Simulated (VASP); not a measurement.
These are PBE GGA with D3 dispersion (Becke-Johnson damping), VASP's PBE PAW potentials (set 64) (plane waves; VASP) values and carry that method's errors.

VASP ran on this input.

### INCAR
```
GGA  =  PE   # PBE
LWAVE  =  .FALSE.
LCHARG  =  .FALSE.
IBRION  =  2
LREAL  =  .FALSE.
ISMEAR  =  1   # Methfessel-Paxton
MAGMOM  =  2.5 -2.5 -0.0 0.0 0.0 -0.0
IVDW  =  12   # D3, Becke-Johnson
ISPIN  =  2
PREC  =  Accurate
SIGMA  =  0.1   # width (eV)
SYSTEM  =  MnO2
ENCUT  =  520
EDIFF  =  1E-7   # SCF stop (eV)
ALGO  =  Normal   # blocked Davidson
LMAXMIX  =  4   # l cut-off of mixed one-centre charges
ISIF  =  4
NELM  =  100
LORBIT  =  10
EDIFFG  =  -0.01   # ionic stop
LASPH  =  .TRUE.   # aspherical one-centre terms
NSW  =  30   # most ionic steps
```

### KPOINTS
```
kpoints
0
Gamma
  7 7 11
```

**POSCAR**
```
MnO2
1
    4.3620511055     0.0000000000     0.0000000000
    0.0000000000     4.3620511055     0.0000000000
    0.0000000000     0.0000000000     2.8376317086
Mn O
2 4
Direct
  0.0000000000   0.0000000000   0.0000000000
  0.5000000000   0.5000000000   0.5000000000
  0.3040834931   0.3040834931   1.0000000000
  0.8040834931   0.1959165069   0.5000000000
  0.1959165069   0.8040834931   0.5000000000
  0.6959165069   0.6959165069   0.0000000000
```

POTCAR, in this order: Mn_pv O (PBE.64 set). Program: vasp_std.

The run wrote:

### OUTCAR
```
 ion  position               nearest neighbor table
   1  0.000  0.000  0.000-   4 1.86   5 1.86   4 1.86   5 1.86   3 1.88   6 1.88
   2  0.500  0.500  0.500-   3 1.86   6 1.86   3 1.86   6 1.86   5 1.88   4 1.88
   3  0.304  0.304  0.000-   2 1.86   2 1.86   1 1.88
   4  0.804  0.196  0.500-   1 1.86   1 1.86   2 1.88
   5  0.196  0.804  0.500-   1 1.86   1 1.86   2 1.88
   6  0.696  0.696  0.000-   2 1.86   2 1.86   1 1.88
  LATTYP: Found a simple tetragonal cell.
 ALAT       =     4.3620511055
 C/A-ratio  =     0.6505269287
 Subroutine PRICEL returns:
 Original cell was already a primitive cell.
 Subroutine GETGRP returns: Found 16 space group operations
The static configuration has the point symmetry D_2h.
 The point group associated with its full space group is D_4h.
The dynamic configuration has the point symmetry D_2h.
The overall configuration has the point symmetry D_2h.
 Subroutine INISYM returns: Found 16 space group operations
 Subroutine IBZKPT returns following result:
 Found     60 irreducible k-points:

 Following reciprocal coordinates:
            Coordinates               Weight
  0.000000  0.000000  0.000000      1.000000
  0.142857  0.000000  0.000000      4.000000
  0.285714  0.000000  0.000000      4.000000
  0.428571  0.000000  0.000000      4.000000
  0.142857  0.142857  0.000000      4.000000
  0.285714  0.142857  0.000000      8.000000
  0.428571  0.142857  0.000000      8.000000
  0.285714  0.285714  0.000000      4.000000
  0.428571  0.285714  0.000000      8.000000
  0.428571  0.428571  0.000000      4.000000
  0.000000  0.000000  0.090909      2.000000
  0.142857  0.000000  0.090909      8.000000
  0.285714  0.000000  0.090909      8.000000
  0.428571  0.000000  0.090909      8.000000
  0.142857  0.142857  0.090909      8.000000
  0.285714  0.142857  0.090909     16.000000
  0.428571  0.142857  0.090909     16.000000
...
```

File OSZICAR:
```
       N       E                     dE             d eps       ncg     rms          rms(c)
DAV:   1     0.655787271635E+03    0.65579E+03   -0.28727E+04  7368   0.203E+03
DAV:   2     0.202142180021E+02   -0.63557E+03   -0.59795E+03  7788   0.575E+02
DAV:   3    -0.606486975627E+02   -0.80863E+02   -0.78986E+02  9036   0.194E+02
DAV:   4    -0.636864730038E+02   -0.30378E+01   -0.27920E+01  8322   0.339E+01
DAV:   5    -0.637417661792E+02   -0.55293E-01   -0.55260E-01  7518   0.518E+00    0.461E+01
DAV:   6    -0.581391051501E+02    0.56027E+01   -0.16887E+02  9092   0.121E+02    0.524E+01
DAV:   7    -0.502253142863E+02    0.79138E+01   -0.12249E+02  9282   0.123E+02    0.209E+01
DAV:   8    -0.481629425210E+02    0.20624E+01   -0.86890E+00  7618   0.296E+01    0.811E+00
DAV:   9    -0.478238608859E+02    0.33908E+00   -0.19162E+00  9620   0.142E+01    0.304E+00
DAV:  10    -0.478388824400E+02   -0.15022E-01   -0.19239E-01  7628   0.366E+00    0.165E+00
DAV:  11    -0.478353489168E+02    0.35335E-02   -0.21592E-02  7716   0.161E+00    0.434E-01
DAV:  12    -0.478351785091E+02    0.17041E-03   -0.39326E-03  8680   0.826E-01    0.186E-01
DAV:  13    -0.478351769332E+02    0.15759E-05   -0.27407E-04  8202   0.160E-01    0.712E-02
DAV:  14    -0.478351621060E+02    0.14827E-04   -0.70293E-05  8280   0.934E-02    0.278E-02
DAV:  15    -0.478351605081E+02    0.15979E-05   -0.50247E-05  7966   0.914E-02    0.186E-02
DAV:  16    -0.478351593248E+02    0.11833E-05   -0.10163E-05  7768   0.442E-02    0.631E-03
DAV:  17    -0.478351594082E+02   -0.83448E-07   -0.13915E-06  9380   0.155E-02    0.196E-03
DAV:  18    -0.478351592770E+02    0.13122E-06   -0.22471E-07  5352   0.395E-03    0.125E-03
DAV:  19    -0.478351592119E+02    0.65091E-07   -0.15107E-08  3660   0.169E-03
   1 F= -.48834915E+02 E0= -.48835058E+02  d E =-.488349E+02  mag=    -0.0000
       N       E                     dE             d eps       ncg     rms          rms(c)
DAV:   1    -0.478361576319E+02   -0.99835E-03   -0.16644E+00  7200   0.880E+00    0.621E-01
DAV:   2    -0.478377485873E+02   -0.15910E-02   -0.48575E-02  8300   0.176E+00    0.412E-01
DAV:   3    -0.478367377696E+02    0.10108E-02   -0.31818E-03  9578   0.733E-01    0.265E-01
DAV:   4    -0.478362651433E+02    0.47263E-03   -0.20719E-03  9224   0.521E-01    0.135E-01
DAV:   5    -0.478362325464E+02    0.32597E-04   -0.48936E-04  8172   0.249E-01    0.470E-02
DAV:   6    -0.478362327726E+02   -0.22618E-06   -0.29938E-05  7822   0.509E-02    0.281E-02
DAV:   7    -0.478362305970E+02    0.21756E-05   -0.51238E-06  8448   0.195E-02    0.938E-03
DAV:   8    -0.478362307757E+02   -0.17874E-06   -0.18347E-06  7940   0.112E-02    0.326E-03
DAV:   9    -0.478362307536E+02    0.22093E-07   -0.10712E-07  3664   0.420E-03
   2 F= -.48836042E+02 E0= -.48836168E+02  d E =-.112652E-02  mag=     0.0000
       N       E                     dE             d eps       ncg     rms          rms(c)
DAV:   1    -0.478369987518E+02   -0.76798E-03   -0.25401E-01  7200   0.344E+00    0.243E-01
DAV:   2    -0.478372538654E+02   -0.25511E-03   -0.74757E-03  8288   0.695E-01    0.164E-01
DAV:   3    -0.478371029846E+02    0.15088E-03   -0.52432E-04  9722   0.304E-01    0.107E-01
DAV:   4    -0.478370185609E+02    0.84424E-04   -0.32541E-04  9068   0.207E-01    0.493E-02
DAV:   5    -0.478370157435E+02    0.28174E-05   -0.72019E-05  8002   0.895E-02    0.184E-02
DAV:   6    -0.478370158610E+02   -0.11754E-06   -0.41433E-06  7764   0.171E-02    0.109E-02
DAV:   7    -0.478370156602E+02    0.20083E-06   -0.87066E-07  8316   0.829E-03    0.365E-03
DAV:   8    -0.478370157326E+02   -0.72350E-07   -0.29801E-07  6156   0.501E-03
   3 F= -.48836805E+02 E0= -.48836937E+02  d E =-.189004E-02  mag=    -0.0000
```

OUTCAR:
```
------------------------ aborting loop because EDIFF is reached ----------------------------------------
 Edisp (eV)   -0.99979
  FORCE on cell =-STRESS in cart. coord.  units (eV):
  Direction    XX          YY          ZZ          XY          YZ          ZX
  --------------------------------------------------------------------------------------
  Total       2.66839     2.66839     2.62293     0.00000     0.00000     0.00000
  in kB      79.18112    79.18112    77.83221     0.00000     0.00000     0.00000
  external pressure =       78.73 kB  Pullay stress =        0.00 kB
  volume of cell :       53.99
      direct lattice vectors                 reciprocal lattice vectors
     4.358855347  0.000000000  0.000000000     0.229418028  0.000000000  0.000000000
    -0.000000000  4.358855347  0.000000000    -0.000000000  0.229418028  0.000000000
     0.000000000  0.000000000  2.841794136     0.000000000  0.000000000  0.351890373
 POSITION                                       TOTAL-FORCE (eV/Angst)
 -----------------------------------------------------------------------------------
     -0.00000      4.35886      0.00000         0.000000      0.000000     -0.000000
      2.17943      2.17943      1.42090        -0.000000      0.000000     -0.000000
      1.32206      1.32206      0.00000        -0.002727     -0.002727      0.000000
      3.50148      0.85737      1.42090        -0.002727      0.002727     -0.000000
      0.85737      3.50148      1.42090         0.002727     -0.002727      0.000000
      3.03680      3.03680      0.00000         0.002727      0.002727     -0.000000
 -----------------------------------------------------------------------------------
    total drift:                                0.000000      0.000000     -0.000000
  FREE ENERGIE OF THE ION-ELECTRON SYSTEM (eV)
  ---------------------------------------------------
  free  energy   TOTEN  =       -48.8368053478 eV

  energy  without entropy=      -48.8372006126  energy(sigma->0) =      -48.83693710

 total charge

# of ion       s       p       d       tot
------------------------------------------
    1        0.366   6.492   4.949  11.807
    2        0.366   6.492   4.949  11.807
    3        1.571   3.475   0.000   5.046
    4        1.571   3.475   0.000   5.046
    5        1.571   3.475   0.000   5.046
    6        1.571   3.475   0.000   5.046
--------------------------------------------------
tot          7.013  26.885   9.898  43.797

 magnetization (x)

# of ion       s       p       d       tot
------------------------------------------
    1        0.012   0.020   2.431   2.463
    2       -0.012  -0.020  -2.431  -2.463
    3       -0.001  -0.046   0.000  -0.047
    4        0.001   0.046   0.000   0.047
    5        0.001   0.046   0.000   0.047
    6       -0.001  -0.046   0.000  -0.047
--------------------------------------------------
tot          0.000   0.000  -0.000  -0.000

 reached required accuracy - stopping structural energy minimisation
```
(Selected blocks of OUTCAR.)

**CONTCAR**
```
MnO2
   1.00000000000000
     4.3588553468966866    0.0000000000000000    0.0000000000000000
    -0.0000000000000000    4.3588553468966866    0.0000000000000000
     0.0000000000000000    0.0000000000000000    2.8417941363631516
  Mn              O
     2     4
Direct
     0.0000000000000000    1.0000000000000000    0.0000000000000000
     0.5000000000000000    0.5000000000000000    0.5000000000000000
     0.3033034225722980    0.3033034225722980    0.0000000000000000
     0.8033034225722980    0.1966965774277020    0.5000000000000000
     0.1966965774277020    0.8033034225722980    0.5000000000000000
     0.6966965774277020    0.6966965774277020    0.0000000000000000
```

### OUTCAR
```
 val. band max:        5.7424938575   @ k =   0.4286   0.2857   0.0000

 cond. band min:       5.7625944680   @ k =   0.2857   0.2857   0.0909


 Fermi energy:         5.7552523907

 spin component 1

 k-point     1 :       0.0000    0.0000    0.0000
  band No.  band energies     occupation
      1     -44.8506      1.00000
      2     -44.7595      1.00000
      3     -44.6879      1.00000
      4     -42.0705      1.00000
      5     -42.0365      1.00000
      6     -42.0167      1.00000
      7     -14.4171      1.00000
      8     -12.4622      1.00000
      9     -12.1175      1.00000
     10     -12.0217      1.00000
     11      -2.2490      1.00000
     12      -1.4053      1.00000
     13      -0.8389      1.00000
     14      -0.0675      1.00000
     15       0.3453      1.00000
     16       1.6171      1.00000
     17       1.6929      1.00000
     18       2.1904      1.00000
     19       3.3988      1.00000
     20       3.4784      1.00000
     21       4.0638      1.00000
     22       4.1602      1.00000
     23       4.5560      1.00000
     24       4.6119      1.00000
     25       5.2539      1.00000
     26       5.5283      1.00304
     27       6.0468     -0.00015
     28       6.9631     -0.00000
     29       7.7316     -0.00000
     30       9.0291      0.00000

 k-point     2 :       0.1429    0.0000    0.0000
  band No.  band energies     occupation
      1     -44.8506      1.00000
      2     -44.7595      1.00000
      3     -44.6879      1.00000
      4     -42.0705      1.00000
      5     -42.0366      1.00000
      6     -42.0167      1.00000
      7     -14.3338      1.00000
      8     -12.5552      1.00000
      9     -12.1333      1.00000
     10     -12.0450      1.00000
     11      -2.0981      1.00000
     12      -1.3317      1.00000
     13      -0.6952      1.00000
     14      -0.0628      1.00000
     15       0.3704      1.00000
     16       1.4449      1.00000
...
```

The compound is MnO2 in the rutile structure. This cell is one point of a volume scan, at 0.97 of the reference volume. Symmetry was kept, so distortions that lower it aren't found.
